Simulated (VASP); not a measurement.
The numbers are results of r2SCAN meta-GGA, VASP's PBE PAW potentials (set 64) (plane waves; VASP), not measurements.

VASP input:

### KPOINTS_OPT
```
k-points along high-symmetry lines
10
Line-mode
Reciprocal
  0.000000   0.000000   0.000000 ! GAMMA
  0.500000   0.000000   0.500000 ! X

  0.500000   0.000000   0.500000 ! X
  0.625000   0.250000   0.625000 ! U

  0.375000   0.375000   0.750000 ! K
  0.000000   0.000000   0.000000 ! GAMMA

  0.000000   0.000000   0.000000 ! GAMMA
  0.500000   0.500000   0.500000 ! L

  0.500000   0.500000   0.500000 ! L
  0.500000   0.250000   0.750000 ! W

  0.500000   0.250000   0.750000 ! W
  0.500000   0.000000   0.500000 ! X
```

POSCAR:
```
Se
6.2851750
  0.0000000000   0.5000000140   0.5000000140
  0.5000000140   0.0000000000   0.5000000140
  0.5000000140   0.5000000140   0.0000000000
Se
2
Cart
  0.7500000210   0.7500000210   0.7500000210
  0.5000000140   0.5000000140   0.5000000140
```

**INCAR**
```
! general
SYSTEM =Se
PREC   =Accurate
ENCUT  =400
LREAL  =.False.
LASPH  =.True.

! electronic loop
EDIFF  =1E-7
NELM   =100
ALGO   =Normal
LMAXMIX=4
LMIXTAU=.True.

! smearing
ISMEAR =-5

! functional
METAGGA=R2SCAN

! ions
ISIF   =2

! output
LWAVE  =.False.
LCHARG =.False.
LORBIT =11
NEDOS  =601
```

File KPOINTS:
```
Regular mesh
0
G
  11 11 11
```

POTCAR, in this order: Se (PBE.64 set). Program: vasp_std.

What VASP printed:

### OSZICAR
```
       N       E                     dE             d eps       ncg     rms          rms(c)
DAV:   1     0.263795780448E+02    0.26380E+02   -0.44357E+03  1120   0.813E+02
DAV:   2    -0.273686882038E+02   -0.53748E+02   -0.52549E+02  1810   0.138E+02
DAV:   3    -0.299590402240E+02   -0.25904E+01   -0.25637E+01  1298   0.371E+01
DAV:   4    -0.299805894722E+02   -0.21549E-01   -0.21790E-01  1298   0.393E+00
DAV:   5    -0.299807766220E+02   -0.18715E-03   -0.19219E-03  1278   0.318E-01    0.556E+00
DAV:   6    -0.272241475071E+02    0.27566E+01   -0.25109E-01  1124   0.485E+00    0.403E+00
DAV:   7    -0.268179231695E+02    0.40622E+00   -0.55256E-01  1130   0.599E+00    0.244E+00
DAV:   8    -0.272165619598E+02   -0.39864E+00   -0.51497E-01  1126   0.614E+00    0.440E-01
DAV:   9    -0.272763852232E+02   -0.59823E-01   -0.44792E-02  1126   0.217E+00    0.161E-01
DAV:  10    -0.272805464314E+02   -0.41612E-02   -0.89408E-04  1198   0.296E-01    0.885E-02
DAV:  11    -0.272661641047E+02    0.14382E-01   -0.71824E-03  1122   0.875E-01    0.135E-01
DAV:  12    -0.272815302371E+02   -0.15366E-01   -0.68059E-03  1124   0.783E-01    0.166E-02
DAV:  13    -0.272820347845E+02   -0.50455E-03   -0.22309E-04  1190   0.164E-01    0.153E-02
DAV:  14    -0.272818813975E+02    0.15339E-03   -0.51509E-05  1160   0.748E-02    0.198E-02
DAV:  15    -0.272820637780E+02   -0.18238E-03   -0.99675E-05  1128   0.837E-02    0.149E-02
DAV:  16    -0.272820667409E+02   -0.29629E-05   -0.37143E-06  1138   0.211E-02    0.143E-02
DAV:  17    -0.272820756708E+02   -0.89299E-05   -0.51666E-06  1152   0.253E-02    0.380E-03
DAV:  18    -0.272820760279E+02   -0.35703E-06   -0.29828E-07  1184   0.754E-03    0.290E-03
DAV:  19    -0.272820755267E+02    0.50117E-06   -0.37688E-07  1124   0.833E-03    0.427E-04
DAV:  20    -0.272820761929E+02   -0.66619E-06   -0.27787E-07  1124   0.691E-03    0.183E-04
DAV:  21    -0.272820762432E+02   -0.50278E-07   -0.57081E-09   566   0.968E-04
   1 F= -.27282076E+02 E0= -.27282076E+02  d E =0.000000E+00
       N       E                     dE             ncg
       N       E                     dE             ncg
```

### OUTCAR
```
------------------------ aborting loop because EDIFF is reached ----------------------------------------
  FORCE on cell =-STRESS in cart. coord.  units (eV):
  Direction    XX          YY          ZZ          XY          YZ          ZX
  --------------------------------------------------------------------------------------
  Total        0.0145103      0.0145103      0.0145103      0.0000000      0.0000000     -0.0000000
  in kB        0.3745372      0.3745372      0.3745372      0.0000000      0.0000000     -0.0000000
  external PRESSURE =       0.3745372 kB  Pullay stress =       0.0000000 kB
  volume of cell :       62.07
      direct lattice vectors                 reciprocal lattice vectors
     0.000000000  3.142587588  3.142587588    -0.159104555  0.159104555  0.159104555
     3.142587588  0.000000000  3.142587588     0.159104555 -0.159104555  0.159104555
     3.142587588  3.142587588  0.000000000     0.159104555  0.159104555 -0.159104555
 POSITION                                       TOTAL-FORCE (eV/Angst)
 -----------------------------------------------------------------------------------
      4.71388      4.71388      4.71388        -0.000000     -0.000000     -0.000000
      3.14259      3.14259      3.14259         0.000000      0.000000      0.000000
 -----------------------------------------------------------------------------------
    total drift:                                0.000000     -0.000000     -0.000000
  FREE ENERGIE OF THE ION-ELECTRON SYSTEM (eV)
  ---------------------------------------------------
  free  energy   TOTEN  =       -27.2820762432 eV

  energy  without entropy=      -27.2820762432  energy(sigma->0) =      -27.28207624

 total charge

# of ion       s       p       d       tot
------------------------------------------
    1        1.556   2.087   0.040   3.682
    2        1.556   2.087   0.040   3.682
--------------------------------------------------
tot          3.111   4.173   0.079   7.364
```
(Selected blocks of OUTCAR.)

OUTCAR:
```
 val. band max:        2.0101966097   @ k =  -0.2727   0.1818   0.0000

 cond. band min:       1.8912918301   @ k =  -0.1818   0.1818   0.0000


 Fermi energy:         1.9764675715

 k-point     1 :       0.0000    0.0000    0.0000
  band No.  band energies     occupation
      1     -14.0948      2.00000
      2      -8.5185      2.00000
      3      -1.6803      2.00000
      4      -1.6803      2.00000
      5      -1.6803      2.00000
      6       1.1722      2.00000
      7       1.1722      2.00000
      8       1.1722      2.00000
      9       6.7400      0.00000
     10      10.1437      0.00000

 k-point     2 :       0.0909    0.0000    0.0000
  band No.  band energies     occupation
      1     -14.0364      2.00000
      2      -8.6737      2.00000
      3      -1.7610      2.00000
      4      -1.7610      2.00000
      5      -1.7062      2.00000
      6       1.2894      2.00000
      7       1.2928      2.00000
      8       1.2928      2.00000
      9       7.0138      0.00000
     10       9.8775      0.00000

 k-point     3 :       0.1818    0.0000    0.0000
  band No.  band energies     occupation
      1     -13.8669      2.00000
      2      -9.0866      2.00000
      3      -1.9507      2.00000
      4      -1.9507      2.00000
      5      -1.8144      2.00000
      6       1.5842      2.00000
      7       1.5842      2.07248
      8       1.6895      1.69770
      9       7.6784      0.00000
     10       9.5464      0.00000

 k-point     4 :       0.2727    0.0000    0.0000
  band No.  band energies     occupation
      1     -13.6068      2.00000
      2      -9.6360      2.00000
      3      -2.1586      2.00000
      4      -2.1586      2.00000
      5      -1.9973      2.00000
      6       1.9108      1.91985
      7       1.9108      1.09885
      8       2.3672     -0.01847
      9       8.3243      0.00000
     10       9.5034      0.00000

 k-point     5 :       0.3636    0.0000    0.0000
...
```

For a metal the tetrahedron method with Blöchl corrections gives inexact stress and forces.

The structure was generated: Se was put into the diamond type (Fd-3m), which need not be its known phase. It was relaxed first, which changed the volume by +46 %.
